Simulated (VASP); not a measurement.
# Ge under a change of volume

Wanted: the response of Ge to a change of volume, as a table, with a fit that predicts a row left out.

Program: VASP 6.6.1. Level of theory: PBEsol; plane waves and PAW (Ge_d), in the first sound run; inputs show where later runs differ. Results are calculated unless marked as measured.

## Step 1: The starting structure

Symmetry: Fd-3m, No. 227, cubic system. The conventional cell has a = 5.658 Å, b = 5.658 Å, c = 5.658 Å, α = 90.00°, β = 90.00°, γ = 90.00°. Nearest to Ge lie 4 Ge at 2.45 Å.

Structure file:

```cif
data_structure
_symmetry_space_group_name_H-M 'Fd-3m:1'
_symmetry_Int_Tables_number 227
_cell_length_a 5.6580
_cell_length_b 5.6580
_cell_length_c 5.6580
_cell_angle_alpha 90.000
_cell_angle_beta 90.000
_cell_angle_gamma 90.000
_cell_volume 181.13
loop_
_atom_site_label
_atom_site_type_symbol
_atom_site_symmetry_multiplicity
_atom_site_Wyckoff_symbol
_atom_site_fract_x
_atom_site_fract_y
_atom_site_fract_z
_atom_site_occupancy
Ge1 Ge 8 b 0.00000 0.00000 0.50000 1
```

## Step 2: Relax the crystal, PBEsol

The series starts from the cell that this level prefers, so that zero strain is near zero stress.

Level: PBEsol; plane waves and PAW (Ge_d).

The input, INCAR:

```
SYSTEM = Ge
PREC = Accurate
ENCUT = 470
EDIFF = 1E-07
NELM = 120
ISMEAR = 0
SIGMA = 0.02
LREAL = .FALSE.
ALGO = Normal
GGA = PS
NBANDS = 20
LASPH = .TRUE.
LORBIT = 11
LWAVE = .FALSE.
LCHARG = .FALSE.
KPAR = 12
IBRION = 2
NSW = 40
ISIF = 3
EDIFFG = -0.005
POTIM = 0.4
```

The input, POSCAR:

```
Ge
1.0
    0.0000000000      2.8290000000      2.8290000000
    2.8290000000      0.0000000000      2.8290000000
    2.8290000000      2.8290000000      0.0000000000
Ge
2
Direct
    0.0000000000      0.0000000000      0.0000000000
    0.2500000000      0.2500000000      0.2500000000
```

The input, KPOINTS:

```
Automatic mesh
0
Gamma
9 9 9
0 0 0
```

The projector-augmented-wave data sets are Ge_d (PBE family, release 64).

Started as:

```sh
> mpirun -np 12 vasp_std
```

The program printed:

```text
[banner, memory and clock lines left out]
running   12 mpi-ranks, on    1 nodes
[...]
|                                                                             |
|           W    W    AA    RRRRR   N    N  II  N    N   GGGG   !!!           |
|           W    W   A  A   R    R  NN   N  II  NN   N  G    G  !!!           |
|           W    W  A    A  R    R  N N  N  II  N N  N  G       !!!           |
|           W WW W  AAAAAA  RRRRR   N  N N  II  N  N N  G  GGG   !            |
|           WW  WW  A    A  R   R   N   NN  II  N   NN  G    G                |
|           W    W  A    A  R    R  N    N  II  N    N   GGGG   !!!           |
|                                                                             |
|     For optimal performance we recommend to set                             |
|       NCORE = 2 up to number-of-cores-per-socket                            |
|     NCORE specifies how many cores store one orbital (NPAR=cpu/NCORE).      |
|     This setting can greatly improve the performance of VASP for DFT.       |
[...]
DAV:  12    -0.986720076849E+01    0.32587E-06   -0.11601E-06  1832   0.202E-02    0.292E-04
DAV:  13    -0.986720072503E+01    0.43463E-07   -0.25220E-08   972   0.191E-03
   1 F= -.98672007E+01 E0= -.98671766E+01  d E =-.986720E+01
[...]
N       E                     dE             d eps       ncg     rms          rms(c)
DAV:   1    -0.987787165336E+01   -0.10671E-01   -0.13955E-01  1916   0.728E+00    0.599E-01
DAV:   2    -0.987012961195E+01    0.77420E-02   -0.10020E-02  1828   0.195E+00    0.297E-01
DAV:   3    -0.986767341224E+01    0.24562E-02   -0.38716E-03  1868   0.106E+00    0.698E-02
DAV:   4    -0.986749086428E+01    0.18255E-03   -0.46365E-04  1808   0.414E-01    0.149E-02
DAV:   5    -0.986748796928E+01    0.28950E-05   -0.30941E-05  1652   0.104E-01    0.107E-02
DAV:   6    -0.986748735554E+01    0.61374E-06   -0.18381E-06  1796   0.239E-02    0.613E-04
DAV:   7    -0.986748727257E+01    0.82970E-07   -0.95224E-08   964   0.523E-03
   2 F= -.98674873E+01 E0= -.98674661E+01  d E =-.286548E-03
 trial-energy change:   -0.000287  1 .order   -0.000299   -0.000583   -0.000016
 step:   1.0321(harm=  1.0277)  dis= 0.00000  next Energy=    -9.867488 (dE=-0.287E-03)
 reached required accuracy - stopping structural energy minimisation
```

It took 11 s on 12 MPI ranks of AMD EPYC 7R43, shared host; peak memory 1.8 GiB.

Lines that name or quote the potential files are left out of all logs, and their timing lines are given in words.

OUTCAR, selected parts (step 2):

```text
  Total        0.0027003      0.0027003      0.0027003      0.0000000      0.0000000     -0.0000000
  in kB        0.0949888      0.0949888      0.0949888      0.0000000      0.0000000     -0.0000000
  external PRESSURE =       0.0949888 kB  Pullay stress =       0.0000000 kB

 POSITION                                       TOTAL-FORCE (eV/Angst)
 -----------------------------------------------------------------------------------
      0.00000      0.00000      0.00000        -0.000000     -0.000000     -0.000000
      1.41724      1.41724      1.41724         0.000000      0.000000      0.000000
 -----------------------------------------------------------------------------------
    total drift:                                0.000000      0.000000      0.000000

  FREE ENERGIE OF THE ION-ELECTRON SYSTEM (eV)
  ---------------------------------------------------
  free  energy   TOTEN  =        -9.8674872726 eV

  energy  without entropy=       -9.8674449507  energy(sigma->0) =       -9.86746611

 reached required accuracy - stopping structural energy minimisation

[... 3 further parts left out ...]
[key lines of the parts left out:]
E-fermi :   4.8111
```

This run gave:

- energy(sigma→0) of the program: -9.8675 eV
- stress, compression positive: xx, yy, zz 0.01, 0.01, 0.01 GPa
- volume: 45.546 Å³
- ionic steps: 2

## Step 3: Relax at fixed volume, PBEsol

One member in full: the volume is scaled by 0.985, and the cell is held.

Level: PBEsol; plane waves and PAW (Ge_d).

Changes to INCAR since step 2:

```diff
@@ -15,7 +15,8 @@
 LCHARG = .FALSE.
-KPAR = 12
+KPAR = 3
 IBRION = 2
 NSW = 40
-ISIF = 3
-EDIFFG = -0.005
+ISIF = 2
+EDIFFG = -0.004
 POTIM = 0.4
+MAXMIX = 40
```

The input, POSCAR:

```
Ge
1.0
    0.0000000000      2.8202335032      2.8202335032
    2.8202335032      0.0000000000      2.8202335032
    2.8202335032      2.8202335032      0.0000000000
Ge
2
Direct
    0.0000000000      0.0000000000      0.0000000000
    0.2500000000      0.2500000000      0.2500000000
```

KPOINTS is that of step 2.

Started as:

```sh
> mpirun -np 3 vasp_std
```

The program printed:

```text
[banner, memory and clock lines left out]
running    3 mpi-ranks, on    1 nodes
[...]
[... a notice as in an earlier step ...]

 LDA part: xc-table for (Slater+PW92), standard interpolation
 POSCAR, INCAR and KPOINTS ok, starting setup
[...]
entering main loop
       N       E                     dE             d eps       ncg     rms          rms(c)
DAV:   1     0.173606324728E+03    0.17361E+03   -0.13953E+04  1496   0.363E+03
DAV:   2     0.138989341302E+02   -0.15971E+03   -0.15603E+03  1400   0.567E+02
DAV:   3    -0.929914157724E+01   -0.23198E+02   -0.23026E+02  1592   0.139E+02
DAV:   4    -0.100098002793E+02   -0.71066E+00   -0.71028E+00  1572   0.288E+01
[...]
DAV:  11    -0.986488430205E+01   -0.89146E-06   -0.57202E-06  1896   0.394E-02    0.180E-03
DAV:  12    -0.986488400324E+01    0.29882E-06   -0.10375E-06  1856   0.192E-02    0.276E-04
DAV:  13    -0.986488395903E+01    0.44208E-07   -0.23145E-08   960   0.168E-03
   1 F= -.98648840E+01 E0= -.98648833E+01  d E =-.986488E+01
[...]
reached required accuracy - stopping structural energy minimisation
```

The job ended after 15 s (3 MPI ranks; peak memory 0.38 GiB; 43 s of CPU time).

OUTCAR, selected parts (step 3):

```text
  Total        0.2679513      0.2679513      0.2679513      0.0000000      0.0000000     -0.0000000
  in kB        9.5693253      9.5693253      9.5693253      0.0000000      0.0000000     -0.0000000
  external PRESSURE =       9.5693253 kB  Pullay stress =       0.0000000 kB

 POSITION                                       TOTAL-FORCE (eV/Angst)
 -----------------------------------------------------------------------------------
      0.00000      0.00000      0.00000        -0.000000     -0.000000     -0.000000
      1.41012      1.41012      1.41012         0.000000      0.000000      0.000000
 -----------------------------------------------------------------------------------
    total drift:                                0.000000      0.000000      0.000000

  FREE ENERGIE OF THE ION-ELECTRON SYSTEM (eV)
  ---------------------------------------------------
  free  energy   TOTEN  =        -9.8648839590 eV

  energy  without entropy=       -9.8648826969  energy(sigma->0) =       -9.86488333

[... 2 parts as in an earlier step ...]

[... 2 further parts left out ...]
[key lines of the parts left out:]
E-fermi :   4.9934
```

Numbers from this step:

| Item | Value |
| --- | --- |
| energy(sigma→0) of the program | -9.8649 eV |
| stress, compression positive | xx, yy, zz 0.96, 0.96, 0.96 GPa |
| ionic steps | 1 |

## Step 4: Band edges, TB-mBJ with spin-orbit coupling

Short lines in KPOINTS_OPT sample the zone centre, for masses, and the other valleys.

Level: TB-mBJ, spin-orbit coupling; plane waves and PAW (Ge_d).

TB-mBJ has no energy functional, so the total energy, stress and pressure in this output mean nothing.

The input, INCAR:

```
SYSTEM = Ge
PREC = Accurate
ENCUT = 470
EDIFF = 1E-06
NELM = 150
ISMEAR = 0
SIGMA = 0.02
LREAL = .FALSE.
ALGO = Normal
METAGGA = MBJ
LASPH = .TRUE.
LNONCOLLINEAR = .TRUE.
MAGMOM = 0 0 0 0 0 0
NBANDS = 38
GGA_COMPAT = .FALSE.
LSORBIT = .TRUE.
LWAVE = .FALSE.
LCHARG = .FALSE.
KPAR = 3
```

POSCAR is that of step 3.

The input, KPOINTS:

```
Automatic mesh
0
Gamma
7 7 7
0 0 0
```

The input, KPOINTS_OPT:

```
Line mode
6
Line-mode
Reciprocal
  0.00000000   0.00000000   0.00000000
  0.02244271   0.02244271   0.00000000

  0.00000000   0.00000000   0.00000000
  0.00000000  -0.02244271  -0.02244271

  0.31000000   0.31000000   0.00000000
  0.50000000   0.50000000   0.00000000

  0.00000000   0.31000000   0.31000000
  0.00000000   0.50000000   0.50000000

  0.45000000   0.45000000   0.45000000
  0.50000000   0.50000000   0.50000000

  0.45000000   0.00000000   0.00000000
  0.50000000   0.00000000   0.00000000

  0.42500000   0.42500000   0.00000000
  0.42500000   0.44744271   0.02244271

  0.50000000   0.50000000   0.50000000
  0.48413061   0.51586939   0.50000000
```

Started as:

```sh
> mpirun -np 3 vasp_ncl
```

The program printed:

```text
[banner, memory and clock lines left out]
running    3 mpi-ranks, on    1 nodes
[...]
[... a notice as in an earlier step ...]

 LDA part: xc-table for (None), standard interpolation
 POSCAR, INCAR and KPOINTS ok, starting setup
[...]
entering main loop
       N       E                     dE             d eps       ncg     rms          rms(c)
DAV:   1     0.478180935050E+03    0.47818E+03   -0.12769E+04  1844   0.377E+03
DAV:   2     0.262752533576E+03   -0.21543E+03   -0.20775E+03  1520   0.822E+02
DAV:   3     0.221324922882E+03   -0.41428E+02   -0.41005E+02  1650   0.197E+02
DAV:   4     0.219117379219E+03   -0.22075E+01   -0.22017E+01  1814   0.542E+01
[...]
DAV:  30     0.219566732863E+03    0.30946E-05   -0.15563E-11   760   0.468E-05    0.515E-06
DAV:  31     0.219566731510E+03   -0.13523E-05   -0.67104E-12   760   0.310E-05    0.270E-06
DAV:  32     0.219566731562E+03    0.52178E-07    0.11692E-12   760   0.146E-05
   1 F= 0.21956673E+03 E0= 0.21956673E+03  d E =-.207795E-37  mag=     0.0000    -0.0000    -0.0000
 Start KPOINTS_OPT (optional k-point list driver)
k-point batch [1-20\48]
       N       E                     dE             ncg
DAV:   1    -0.270510286102E+04   -0.87257E+04     1840
DAV:   2    -0.692612798726E+04   -0.42210E+04     1520
DAV:   3    -0.774374735331E+04   -0.81762E+03     1740
DAV:   4    -0.778769213249E+04   -0.43945E+02     1716
[...]
DAV:   8    -0.778873759472E+04   -0.53799E-04     1892
DAV:   9    -0.778873759718E+04   -0.24554E-05     1216
DAV:  10    -0.778873759730E+04   -0.12706E-06      892
[...]
k-point batch [41-48\48]
       N       E                     dE             ncg
DAV:   1     0.834720283723E+04   -0.73289E+04      760
DAV:   2     0.667360726925E+04   -0.16736E+04      608
DAV:   3     0.636285016150E+04   -0.31076E+03      664
DAV:   4     0.634643663768E+04   -0.16414E+02      680
[...]
DAV:   8     0.634598602559E+04   -0.35145E-04      776
DAV:   9     0.634598602340E+04   -0.21875E-05      560
DAV:  10     0.634598602328E+04   -0.12776E-06      464
```

Run time: 2.5 min. Hardware: 3 MPI ranks; peak memory 0.83 GiB; 7.6 min of CPU time.

From OUTCAR (step 4):

```text
  LATTYP: Found a face centered cubic cell.
 ALAT       =     5.6404670064

 Subroutine GETGRP returns: Found 48 space group operations
 (whereof 24 operations were pure point group operations)

The static configuration has the point symmetry T_d .
 The point group associated with its full space group is O_h .

 Found     20 irreducible k-points:

   k-points           NKPTS =     20   k-points in BZ     NKDIM =     20   number of bands    NBANDS=     38

   dimension x,y,z NGX =    28 NGY =   28 NGZ =   28
   dimension x,y,z NGXF=    56 NGYF=   56 NGZF=   56

   ENCUT  =  470.0 eV  34.54 Ry    5.88 a.u.   7.05  7.05  7.05*2*pi/ulx,y,z

   NELECT =      28.0000    total number of electrons

 E-fermi :   5.3810

 k-point     1 :       0.0000    0.0000    0.0000
  band No.  band energies     occupation
    ...
     24       4.9288      1.00000
     25       5.2054      1.00000
     26       5.2054      1.00000
     27       5.2054      1.00000
     28       5.2054      1.00000
     29       5.9668      0.00000
     30       5.9668      0.00000
     31       7.8023      0.00000
     32       7.8023      0.00000
     33       8.0025      0.00000
    ...

 k-point     2 :       0.1429    0.0000    0.0000
  band No.  band energies     occupation
    ...
     24       2.6494      1.00000
     25       4.6282      1.00000
     26       4.6282      1.00000
     27       4.8069      1.00000
     28       4.8069      1.00000
     29       6.6834      0.00000
     30       6.6834      0.00000
     31       8.4134      0.00000
     32       8.4134      0.00000
     33       8.5483      0.00000
    ...

  Total     -210.7309374   -210.7309374   -210.7309374      0.0000000      0.0000000     -0.0000000
  in kB    -7525.8175107  -7525.8175107  -7525.8175107      0.0000000      0.0000000     -0.0000000
  external PRESSURE =   -7525.8175107 kB  Pullay stress =       0.0000000 kB

  FREE ENERGIE OF THE ION-ELECTRON SYSTEM (eV)
  ---------------------------------------------------
  free  energy   TOTEN  =       219.5667315625 eV

  energy  without entropy=      219.5667315625  energy(sigma->0) =      219.56673156

 Spin-Orbit-Coupling matrix elements
 Ion:    1  E_soc:     -0.0170067
 Ion:    2  E_soc:     -0.0170067

[... 2 parts as in an earlier step ...]

[... 7 further parts left out ...]
```

## Step 5: Band edges, r2SCAN with spin-orbit coupling

Short lines in KPOINTS_OPT sample the zone centre, for masses, and the other valleys.

Level: r2SCAN, spin-orbit coupling; plane waves and PAW (Ge_d).

Changes to INCAR since step 4:

```diff
@@ -4,3 +4,3 @@
 EDIFF = 1E-06
-NELM = 150
+NELM = 100
 ISMEAR = 0
@@ -9,3 +9,3 @@
 ALGO = Normal
-METAGGA = MBJ
+METAGGA = R2SCAN
 LASPH = .TRUE.
```

POSCAR is that of step 4.

KPOINTS is that of step 4.

KPOINTS_OPT is that of step 4.

Started as:

```sh
> mpirun -np 3 vasp_ncl
```

The program printed:

```text
[... set-up lines as in an earlier step ...]
 entering main loop
       N       E                     dE             d eps       ncg     rms          rms(c)
DAV:   1     0.242177627303E+03    0.24218E+03   -0.13310E+04  1836   0.396E+03
DAV:   2     0.161234463824E+02   -0.22605E+03   -0.21886E+03  1520   0.863E+02
DAV:   3    -0.279287066810E+02   -0.44052E+02   -0.43569E+02  1646   0.205E+02
DAV:   4    -0.303783267358E+02   -0.24496E+01   -0.24438E+01  1794   0.574E+01
[...]
DAV:  13    -0.277370242290E+02   -0.12852E-05   -0.10735E-05  1618   0.541E-02    0.327E-03
DAV:  14    -0.277370278447E+02   -0.36157E-05   -0.34326E-06  1412   0.382E-02    0.331E-03
DAV:  15    -0.277370282969E+02   -0.45217E-06   -0.29810E-06  1596   0.395E-02
   1 F= -.27737028E+02 E0= -.27737028E+02  d E =-.211503E-39  mag=     0.0000     0.0000    -0.0000
 Start KPOINTS_OPT (optional k-point list driver)
k-point batch [1-20\48]
       N       E                     dE             ncg
DAV:   1    -0.287279040005E+04   -0.88933E+04     1840
DAV:   2    -0.720786331220E+04   -0.43351E+04     1520
DAV:   3    -0.806524067265E+04   -0.85738E+03     1718
DAV:   4    -0.811209481234E+04   -0.46854E+02     1682
[...]
DAV:   8    -0.811300165874E+04   -0.45045E-04     1792
DAV:   9    -0.811300166040E+04   -0.16601E-05     1182
DAV:  10    -0.811300166052E+04   -0.11590E-06      838
[...]
k-point batch [41-48\48]
       N       E                     dE             ncg
DAV:   1     0.829370578058E+04   -0.73824E+04      758
DAV:   2     0.655715777563E+04   -0.17365E+04      608
DAV:   3     0.622820561066E+04   -0.32895E+03      660
DAV:   4     0.621126014733E+04   -0.16945E+02      704
DAV:   5     0.621091132450E+04   -0.34882E+00      698
DAV:   6     0.621090137955E+04   -0.99450E-02      706
DAV:   7     0.621090091129E+04   -0.46826E-03      778
DAV:   8     0.621090089091E+04   -0.20380E-04      752
DAV:   9     0.621090089007E+04   -0.83734E-06      546
```

It took 6.2 min on 3 MPI ranks; peak memory 0.78 GiB; 18 min of CPU time.

(Continued in part 2 of 2.)

[Lines on the potential files, build, host, timing and source positions are cut from VASP's logs without a mark.]

[Logs are printed without paths, hosts, clocks, repeated set-up lines and the standing remarks that a program may print on its own settings, such as how far it seeks lower states.]

[Hosts, paths, dates, database ids (printed as entryN), source tags and the programs' standing remarks are cut or masked in the printed files.]

[In band tables of VASP the shares of atoms and orbitals are scaled to a sum of 1 inside the atoms' spheres.]
